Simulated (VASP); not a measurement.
Given:

```yaml
crystal:
  lattice:
    - [2.82192, 0.00000, 0.00000]
    - [0.00000, 2.82192, 0.00000]
    - [0.00000, 0.00000, 2.82192]
  atoms:
    - { symbol: Al, position: [0.50000, 0.50000, 0.50000] }
    - { symbol: Co, position: [0.00000, 0.00000, 0.00000] }
```

Calculation: PBEsol GGA, VASP's PBE PAW potentials (set 64) (plane waves; VASP). Settings: 500 eV cut-off, 13×13×13 Γ-centred mesh, first-order Methfessel-Paxton smearing of 0.10 eV, potentials Al Co.

What does the run give for the energy per atom (σ→0), band gap (on the k-mesh) with the smallest direct gap where there is one?

| Item | Result |
|---|---|
| band gap (on the k-mesh) | none (metal, semimetal or under 0.01 eV) |
| energy per atom (σ→0) | -6.541 eV/atom |

The compound is CoAl in the CsCl type structure. It was relaxed first. The run is not spin-polarised, so no magnetic state was tried.
